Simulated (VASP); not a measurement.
The system is GaAs.

```
Ga As
1.0
     0.00000    2.83357    2.81237
     2.83357    0.00000    2.81237
     2.83357    2.83357    0.00000
Ga As
1 1
Direct
  0.00000 0.00000 0.00000
  0.25000 0.25000 0.25000
```

The cell was built by a generator and isn't the measured one.

Program: VASP 6.6.1. Alike in all runs: task single point; spin non-collinear, zero start, SOC; cell as given; k mesh 8 × 8 × 8; cutoff (eV) 520; smearing gaussian 0.02 eV.

Task: Order these runs on this cell by their pressure, lowest first.
A. level LDA; potentials or basis VASP PAW LDA potentials, release 64 (Ga_d, As); further INCAR settings ALGO = Fast; EDIFF = 1e-07
B. level PBE; potentials or basis VASP PAW PBE potentials, release 64 (Ga_d, As); further INCAR settings ALGO = Fast; EDIFF = 1e-07
C. level r2SCAN; potentials or basis VASP PAW PBE potentials, release 64 (Ga_d, As); further INCAR settings ALGO = Normal; EDIFF = 1e-07

Result: A (-1.6 GPa), C (0.6 GPa), B (3.5 GPa).

Caveats: the PAW data sets were made with another functional, which shifts forces and pressure a little (some runs).

Not every run made on this cell is shown here.
